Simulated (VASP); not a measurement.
Computed with PBE GGA with D3 dispersion (zero damping), VASP's PBE PAW potentials (set 64) (plane waves; VASP).

VASP input:

### POSCAR
```
ZnSe
4.0443350
  0.0000000000   0.7071067486   0.7071067486
  0.7071067486   0.0000000000   0.7071067486
  0.7071067486   0.7071067486   0.0000000000
Zn Se
1 1
Cart
  0.7071067486   0.7071067486   0.0000000000
  0.3535533743   0.3535533743   0.3535533743
```

**KPOINTS**
```
Regular mesh
0
Gamma
  8 8 8
```

INCAR:
```
SYSTEM = ZnSe
PREC = Accurate; ENCUT = 520; LREAL = F
LASPH = T
EDIFF = 1E-7; NELM = 100; ALGO = Normal
LMAXMIX = 4
ISMEAR = 0; SIGMA = 0.05
GGA = PE; IVDW = 11
ISIF = 2
LWAVE = F; LCHARG = F
```

POTCAR, in this order: Zn Se (PBE.64 set). Program: vasp_std.

**Question.** Estimate the energy per atom (σ→0), dispersion energy, pressure, band gap (on the k-mesh).

**Answer.** 
| Quantity | Value |
|---|---|
| energy per atom (σ→0) | -3.286 eV/atom |
| dispersion energy | -0.540 eV |
| band gap (on the k-mesh) | 1.18 eV |
| pressure | -1.73 GPa |

File OSZICAR:
```
...
DAV:   7    -0.603106462900E+01    0.16679E-01   -0.18954E-01   809   0.438E+00    0.150E+00
DAV:   8    -0.603125009365E+01   -0.18546E-03   -0.42288E-03   877   0.651E-01    0.461E-01
DAV:   9    -0.603151874226E+01   -0.26865E-03   -0.10851E-03   844   0.291E-01    0.692E-02
DAV:  10    -0.603160450645E+01   -0.85764E-04   -0.12947E-04   862   0.114E-01    0.167E-02
DAV:  11    -0.603162041166E+01   -0.15905E-04   -0.29469E-05   832   0.570E-02    0.564E-03
DAV:  12    -0.603162175581E+01   -0.13441E-05   -0.35867E-06   879   0.208E-02    0.409E-03
DAV:  13    -0.603162179617E+01   -0.40358E-07   -0.68997E-07   814   0.932E-03
   1 F= -.65718340E+01 E0= -.65718340E+01  d E =-.838502E-13
```

The compound is ZnSe in the zinc blende structure. This cell is one point of a volume scan, at 1.03 of the reference volume.
